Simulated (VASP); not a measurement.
VASP ran on this input.

KPOINTS:
```
Automatic mesh
0
Gamma
6 6 1
0 0 0
```

INCAR:
```
! general
SYSTEM  = Bi2Se3
PREC    = Accurate
ENCUT   = 400   ! plane-wave cut-off (eV)
LREAL   = F   ! projection in real space or not
LASPH   = T   ! aspherical one-centre terms

! electronic loop
EDIFF   = 1E-6   ! SCF stop (eV)
NELM    = 100   ! most electronic steps
ALGO    = Normal   ! blocked Davidson
LMAXMIX = 4

! smearing
ISMEAR  = 0   ! Gaussian
SIGMA   = 0.05

! functional
GGA     = PS   ! PBEsol

! ions
IBRION  = 2
NSW     = 60   ! most ionic steps
ISIF    = 4   ! ions and shape, fixed volume
EDIFFG  = -0.02   ! ionic stop

! output
LWAVE   = F
LCHARG  = F
```

### POSCAR
```
Bi2Se3
1
    4.1062769818     0.0000000000    -0.0000000000
   -2.0531384909     3.5561405352     0.0000000000
    0.0000000000     0.0000000000    22.8976649340
Bi Se
2 3
Direct
  0.3333330000   0.6666670000   0.4163997887
  1.0000000000   1.0000000000   0.5836002113
  1.0000000000   1.0000000000   0.3479639972
  0.6666670000   0.3333330000   0.5000000000
  0.3333330000   0.6666670000   0.6520360028
```

POTCAR, in this order: Bi_d Se (PBE.64 set). Program: vasp_std.

**Question.** Write an equivalent input for Quantum ESPRESSO's pw.x.

**Answer.** One equivalent input (not run):
```
&CONTROL
  calculation = 'vc-relax'
  pseudo_dir = './pseudo'
  outdir = './out'
  tprnfor = .true.
  tstress = .true.
  nstep = 60
  forc_conv_thr = 0.00078
/
&SYSTEM
  ibrav = 0
  nat = 5
  ntyp = 2
  ecutwfc = 86
  occupations = 'smearing'
  smearing = 'gaussian'
  degauss = 0.003675
  input_dft = 'pbesol'
/
&ELECTRONS
  conv_thr = 7.3e-08
  electron_maxstep = 100
/
&IONS
/
&CELL
  cell_dofree = 'shape'
/
ATOMIC_SPECIES
  Bi 208.980 Bi.upf
  Se 78.971 Se.upf
CELL_PARAMETERS angstrom
     4.1062770    0.0000000   -0.0000000
    -2.0531385    3.5561405    0.0000000
     0.0000000    0.0000000   22.8976649
ATOMIC_POSITIONS crystal
  Bi   0.3333330  0.6666670  0.4163998
  Bi   1.0000000  1.0000000  0.5836002
  Se   1.0000000  1.0000000  0.3479640
  Se   0.6666670  0.3333330  0.5000000
  Se   0.3333330  0.6666670  0.6520360
K_POINTS automatic
  6 6 1 0 0 0
```
The two are equivalent in intent, not identical: the potentials are each code's own (VASP's PAW set, PseudoDojo norm-conserving files in pw.x), so ENCUT and ecutwfc are chosen apart and not converted; conv_thr bounds pw.x's estimated SCF error, while EDIFF bounds the energy change between steps; forc_conv_thr acts on force components and is met together with etot_conv_thr.

The cell is a sheet with vacuum, built from a generated structure.
